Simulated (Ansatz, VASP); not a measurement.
# Cross-check of B2O3 (glassy B2O3) between VASP and Ansatz, part 2 of 2

Aim: how closely do two programs agree when they are given the same cell, functional and k mesh? The cell is taken from a series of runs on this material, whose earlier steps may have relaxed, scaled, displaced or heated it; both programs get it as it stands.

VASP 6.6.1 and Ansatz 0.2.0.

So far. Step 3 (VASP: single point, PBEsol, pair 1): The run ends at a pressure of -2.31 GPa, with forces up to 0.12 eV/Å.

### 5. VASP: single point, PBEsol, pair 2

Level of this step: PBEsol; plane waves and PAW (B, O) (VASP).

With cell and atoms fixed, the geometry can't cause a difference; cores, projectors, grids and the points listed under the comparison can.

The input, INCAR:

```
SYSTEM = B2O3
PREC = Accurate
ENCUT = 600
EDIFF = 1E-06
NELM = 120
ISMEAR = 0
SIGMA = 0.01
LREAL = Auto
ALGO = Normal
GGA = PS
NBANDS = 416
LORBIT = 11
LWAVE = .FALSE.
LCHARG = .FALSE.
ISIF = 2
LASPH = .TRUE.
GGA_COMPAT = .FALSE.
EFERMI = MIDGAP
NCORE = 4
```

The input, POSCAR:

```
B2O3
1.0
   11.4347300000      0.0000000000      0.0000000000
    0.0000000000     11.4347300000      0.0000000000
    0.0000000000      0.0000000000     11.4347300000
B O
52 78
Direct
    0.5058600000      0.6905900000      0.9961300000
    0.4132900000      0.2497800000      0.6156200000
    0.2833900000      0.5305800000      0.5352500000
    0.7469600000      0.2245400000      0.8793100000
    0.1426900000      0.2260800000      0.2560900000
    0.8839300000      0.7211000000      0.9697400000
    0.8886200000      0.6694900000      0.4045100000
    0.7355400000      0.3336800000      0.3387300000
    0.5382300000      0.9253300000      0.8768200000
    0.2985300000      0.7425900000      0.6085100000
    0.8299300000      0.4272900000      0.8327400000
    0.4071900000      0.3873100000      0.2232600000
    0.0597600000      0.4430400000      0.2179000000
    0.7024700000      0.4127300000      0.1276500000
    0.7878800000      0.1145200000      0.3771500000
    0.5635900000      0.0471600000      0.2424300000
    0.0273500000      0.3333200000      0.8921000000
    0.3861400000      0.0281600000      0.9914300000
    0.0824400000      0.9495300000      0.7517600000
    0.2052000000      0.8439000000      0.3092900000
    0.0203600000      0.1021700000      0.9180600000
    0.8641800000      0.9632100000      0.2435100000
    0.5466500000      0.8129800000      0.1891500000
    0.2068300000      0.3440200000      0.6170200000
    0.4990300000      0.0846300000      0.4619200000
    0.6784100000      0.0906800000      0.0584000000
    0.1659900000      0.0457600000      0.3886700000
    0.0304000000      0.9694800000      0.0900000000
    0.4134800000      0.7676800000      0.3078600000
    0.2472700000      0.6538000000      0.9875800000
[... 94 atom lines left out ...]
    0.0964000000      0.3000400000      0.6399600000
    0.7880300000      0.5306600000      0.7868100000
    0.9542000000      0.9314100000      0.1721100000
    0.0005300000      0.2161600000      0.8851600000
    0.1749900000      0.9968200000      0.6928400000
    0.7822700000      0.8990200000      0.6215900000
```

The input, KPOINTS:

```
Automatic mesh
0
Gamma
1 1 1
0 0 0
```

PAW data sets: B and O (PBE family, release 64).

On the command line:

```
$ mpirun -np 16 vasp_gam
```

Numbers of over 12 decimals in the logs are rounded to 6 here.

Output:

```text
[banner, memory and clock lines left out]
running   16 mpi-ranks, on    1 nodes
[...]
[... a notice as in an earlier step ...]

 LDA part: xc-table for (Slater+PW92), standard interpolation
 POSCAR, INCAR and KPOINTS ok, starting setup
[...]
entering main loop
       N       E                     dE             d eps       ncg     rms          rms(c)
DAV:   1     0.610192132561E+04    0.61019E+04   -0.40682E+05   848   0.166E+03
DAV:   2    -0.623774465226E+03   -0.67257E+04   -0.64240E+04  1008   0.402E+02
DAV:   3    -0.115557288279E+04   -0.53180E+03   -0.52658E+03   976   0.117E+02
DAV:   4    -0.116539767544E+04   -0.98248E+01   -0.97907E+01   968   0.170E+01
[...]
DAV:  16    -0.107476405049E+04   -0.32035E-05   -0.76179E-05   920   0.223E-02    0.134E-02
DAV:  17    -0.107476404844E+04    0.20505E-05   -0.10315E-05   944   0.107E-02    0.629E-03
DAV:  18    -0.107476404847E+04   -0.23225E-07   -0.52876E-06   952   0.641E-03
   1 F= -.10747640E+04 E0= -.10747640E+04  d E =0.000000E+00
```

Parts of OUTCAR (step 5):

```text
  FREE ENERGIE OF THE ION-ELECTRON SYSTEM (eV)
  ---------------------------------------------------
  free  energy   TOTEN  =     -1074.7640484672 eV

  energy  without entropy=    -1074.7640484672  energy(sigma->0) =    -1074.76404847
```

The run ends at a pressure of -2.58 GPa, with forces up to 5.1 eV/Å.

### 6. Ansatz: single point, PBEsol, pair 2

The same cell, functional and mesh now go to Ansatz, which takes its cutoff from its data sets.

The cell is taken from a series of runs on this material, whose earlier steps may have relaxed, scaled, displaced or heated it; both programs get it as it stands.

The input, input.yaml:

```yaml
crystal:
  lattice:
    - [11.43473, 0.0, 0.0]
    - [0.0, 11.43473, 0.0]
    - [0.0, 0.0, 11.43473]
  atoms:
    - { symbol: B, position: [0.50586, 0.69059, 0.99613] }
    - { symbol: B, position: [0.41329, 0.24978, 0.61562] }
    - { symbol: B, position: [0.28339, 0.53058, 0.53525] }
    - { symbol: B, position: [0.74696, 0.22454, 0.87931] }
    - { symbol: B, position: [0.14269, 0.22608, 0.25609] }
    - { symbol: B, position: [0.88393, 0.7211, 0.96974] }
    - { symbol: B, position: [0.88862, 0.66949, 0.40451] }
    - { symbol: B, position: [0.73554, 0.33368, 0.33873] }
    - { symbol: B, position: [0.53823, 0.92533, 0.87682] }
    - { symbol: B, position: [0.29853, 0.74259, 0.60851] }
    - { symbol: B, position: [0.82993, 0.42729, 0.83274] }
    - { symbol: B, position: [0.40719, 0.38731, 0.22326] }
    - { symbol: B, position: [0.05976, 0.44304, 0.2179] }
    - { symbol: B, position: [0.70247, 0.41273, 0.12765] }
    - { symbol: B, position: [0.78788, 0.11452, 0.37715] }
    - { symbol: B, position: [0.56359, 0.04716, 0.24243] }
    - { symbol: B, position: [0.02735, 0.33332, 0.8921] }
    - { symbol: B, position: [0.38614, 0.02816, 0.99143] }
    - { symbol: B, position: [0.08244, 0.94953, 0.75176] }
    - { symbol: B, position: [0.2052, 0.8439, 0.30929] }
    - { symbol: B, position: [0.02036, 0.10217, 0.91806] }
    - { symbol: B, position: [0.86418, 0.96321, 0.24351] }
    - { symbol: B, position: [0.54665, 0.81298, 0.18915] }
    - { symbol: B, position: [0.20683, 0.34402, 0.61702] }
    - { symbol: B, position: [0.49903, 0.08463, 0.46192] }
    - { symbol: B, position: [0.67841, 0.09068, 0.0584] }
    - { symbol: B, position: [0.16599, 0.04576, 0.38867] }
    - { symbol: B, position: [0.0304, 0.96948, 0.09] }
    - { symbol: B, position: [0.41348, 0.76768, 0.30786] }
    - { symbol: B, position: [0.24727, 0.6538, 0.98758] }
[... 94 atom lines left out ...]
    - { symbol: O, position: [0.0964, 0.30004, 0.63996] }
    - { symbol: O, position: [0.78803, 0.53066, 0.78681] }
    - { symbol: O, position: [0.9542, 0.93141, 0.17211] }
    - { symbol: O, position: [0.00053, 0.21616, 0.88516] }
    - { symbol: O, position: [0.17499, 0.99682, 0.69284] }
    - { symbol: O, position: [0.78227, 0.89902, 0.62159] }
kpoints:
  mp_grid: { grid: [1, 1, 1] }
hamiltonian:
  xc: pbesol
scf:
  occupations: { method: fixed }
output:
  forces: true
  stress: true
  populations: true
  dos:
    method: { smearing: { sigma: 0.1 } }
    de: 0.1
    projected: { site_lists: { B: [B], O: [O] } }
  eigenvalues: true
```

On the command line:

```
$ ansatz run input.yaml --threads 4 --pin off --max-ram 8192MiB --backend cpu --events-out ev --progress --plain --runs-dir out
```

Output:

```text
[...]
Crystal: 130 atoms, lattice volume = 1495.126 Å³
Basis set: ecut = 420 eV, 29279 PW (Γ), exchange–correlation on 160×160×160 points (8 copies of the dense FFT grid, shifted against one another)
Bands: 442, of which v1, the nominal top of the filled ones, is band 312 counted from 1 (311 counted from 0)
Symmetry: 1 space group operations
[...]
k-points: 1
[...]
--- Löwdin populations: 130 sites ---
  site symbol       q [e]
     0      B      2.3686
     1      B      2.3368
     2      B      2.3295
     3      B      2.3407
     4      B      2.3271
     5      B      2.3284
     6      B      2.3456
     7      B      2.3295
[...]
126      O      6.3464
   127      O      6.3624
   128      O      6.3749
   129      O      6.3624
  spilling = 0.009404 (of n_electrons = 624.000000)
[key lines of the parts left out:]
SCF converged after 11 iterations
Free energy (F): -51788.662660 eV
Fermi energy:    0.933930 eV
P = ⅓ Tr σ = -2.6443 GPa (-26.443 kbar)
```

### 7. Comparison

Both answers:

```csv
quantity,Ansatz,VASP,difference
pressure (GPa),-2.64,-2.58,-0.07
gap on the k mesh (eV),1.944,1.924,+0.020
```

Forces on 10 of the 130 atoms, those with the largest forces and the largest differences (eV/Å; atoms numbered as in POSCAR):

| atom | Ansatz x, y, z | VASP x, y, z |
| --- | --- | --- |
| B4 | 0.113, 0.116, -0.226 | 0.052, 0.109, -0.168 |
| B12 | 0.143, -0.433, 0.147 | 0.184, -0.504, 0.115 |
| B23 | 3.996, 1.411, -2.805 | 3.925, 1.414, -2.800 |
| B29 | -3.478, -0.951, 3.737 | -3.402, -0.951, 3.729 |
| B44 | -0.146, 0.174, -0.300 | -0.190, 0.103, -0.343 |
| O64 | -0.368, 0.766, 2.160 | -0.366, 0.775, 2.164 |
| O69 | -2.304, 0.275, -0.650 | -2.312, 0.272, -0.659 |
| O73 | 2.233, -0.554, -0.501 | 2.249, -0.548, -0.510 |
| O79 | 1.437, 2.149, 0.364 | 1.443, 2.148, 0.384 |
| O120 | -0.870, -2.793, -0.318 | -0.865, -2.799, -0.314 |

The forces differ by 22 meV/Å r.m.s., which is 3.9 % of the r.m.s. force of 0.565 eV/Å (both taken over all components). A gap on the mesh is an upper bound, since the band edges may lie between its points.

### 8. What came out

- r.m.s. force difference (single point, PBEsol, pair 1): 22 meV/Å
- r.m.s. force difference (single point, PBEsol, pair 2): 3.9 % of the r.m.s. force

**Reading.** The r.m.s. force difference is 22 meV/Å (single point, PBEsol, pair 1), beyond the 12 meV/Å picked in this series as the mark of a large difference. What causes the difference of the single point, PBEsol, pair 1 pair stays open here. What causes the difference of the single point, PBEsol, pair 2 pair stays open here. Such differences can come from data sets, numerical settings and the points named under the comparisons, not from the functional's error against experiment.

[Lines on the potential files, build, host, timing and source positions are cut from VASP's logs without a mark.]

[Logs are printed without paths, hosts, clocks, repeated set-up lines and the standing remarks that a program may print on its own settings, such as how far it seeks lower states.]

[Hosts, paths, dates, database ids (printed as entryN), source tags and the programs' standing remarks are cut or masked in the printed files.]
